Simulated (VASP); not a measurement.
Consider the following.

```xyz
3
Lattice="0.0000 3.0564 3.0564 3.0564 0.0000 3.0564 3.0564 3.0564 0.0000" Properties=species:S:1:pos:R:3 pbc="T T T"
Al     1.5282     1.5282     1.5282
Al     4.5846     4.5846     4.5846
Au     0.0000     0.0000     0.0000
```

Computed with optB88-vdW, VASP's PBE PAW potentials (set 64) (plane waves; VASP). Run with 520 eV cut-off, 9×9×9 Γ-centred mesh, first-order Methfessel-Paxton smearing of 0.10 eV, potentials Al Au.

Problem. Give the stress tensor in GPa (positive for a compressed cell).

Solution. 
```
-2.84   0.00   0.00
 0.00  -2.84   0.00
 0.00   0.00  -2.84
```
The pressure is its mean diagonal, -2.84 GPa.

The compound is AuAl2 in the fluorite structure. This cell is one point of a volume scan, at 1.03 of the reference volume. The electron count is odd and the run is not spin-polarised, which forces a metal.
